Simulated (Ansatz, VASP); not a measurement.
# Sn2Ir in VASP and in Ansatz

```
Sn Ir
1.0
     0.00000    3.14773    3.14773
     3.14773    0.00000    3.14773
     3.14773    3.14773    0.00000
Sn Ir
2 1
Direct
  0.25000 0.25000 0.25000
  0.75000 0.75000 0.75000
  0.00000 0.00000 0.00000
```

Change from the starting cell: volume scaled by 0.98, crystal datasets.

Alike in both runs: task electric field gradients; functional LDA; k mesh 10 × 10 × 10; occupations fermi-dirac, width 0.03 eV; no spin polarisation.

|  | VASP | Ansatz |
| --- | --- | --- |
| version | VASP 6.6.1 | Ansatz 0.2.0 |
| potentials or method | VASP PAW LDA potentials, release 64 (Sn_d, Ir), cutoff 520 eV | all-electron PAW with datasets made for the crystal, scalar-relativistic |

|  | VASP | Ansatz | Ansatz less VASP |
| --- | --- | --- | --- |
| pressure (GPa) | 0.9 | 0.5 | -0.39 |
| Vzz of the field gradient on the site that differs most (V/Å²) | 0.0 | 0.0 | 0.00 |

Ansatz ran all-electron here, so the differences hold the error of VASP's frozen core and of both bases. Ansatz warned: «gradients_without_spin_orbit».

The runs have no spin-orbit coupling, so splittings on Ir are missing.
